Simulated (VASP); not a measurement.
A run of VASP 6.6.1 is set up as follows.

File INCAR:

```
SYSTEM = AlNi3
PREC     = Accurate       ! precision mode
ENCUT    = 520            ! plane-wave cutoff, eV
EDIFF    = 1E-7           ! SCF threshold, eV
ISMEAR   = 0              ! smearing method
SIGMA    = 0.1            ! smearing width, eV
LREAL    = .False.        ! projectors in reciprocal space
LASPH    = .True.         ! aspherical terms in the spheres
NELM     = 150            ! most SCF steps
ALGO     = Normal         ! electronic algorithm
ISIF     = 2              ! what is computed and relaxed
LWAVE    = .False.        ! write WAVECAR
LCHARG   = .False.        ! write CHGCAR
ISPIN    = 2              ! spin polarisation
MAGMOM   = 0 0.3 0.3 0.3  ! initial moments
LORBIT   = 11             ! projections on sites
LMAXMIX  = 4              ! l up to which the mixer works
GGA      = PE             ! functional
NBANDS   = 28             ! bands
```

Contents of KPOINTS:

```
regular mesh
0
Gamma
  6 6 6
  0 0 0
```

POSCAR

```
AlNi3
1.0
    3.5656107526      0.0000000000      0.0000000000
    0.0000000000      3.5656107526      0.0000000000
    0.0000000000      0.0000000000      3.5656107526
Al Ni
1 3
Direct
    0.0000000000      0.0000000000      0.0000000000
    0.0000000000      0.5000000000      0.5000000000
    0.5000000000      0.0000000000      0.5000000000
    0.5000000000      0.5000000000      0.0000000000
```

Potentials or basis: VASP PAW PBE potentials, release 64 (Al, Ni).

The run is started by

```console
$ cat potpaw_PBE.64/Al/POTCAR potpaw_PBE.64/Ni/POTCAR > POTCAR
$ mpirun -np 1 vasp_std > vasp.out
```

(1) What does it give for the site moments?

(2) Estimate the band gap on the k mesh.

(3) Estimate the pressure.

Results:

(1) Al -0.01; Ni +0.26 μB.

(2) none (metal or under the smearing width).

(3) 0.2 GPa.
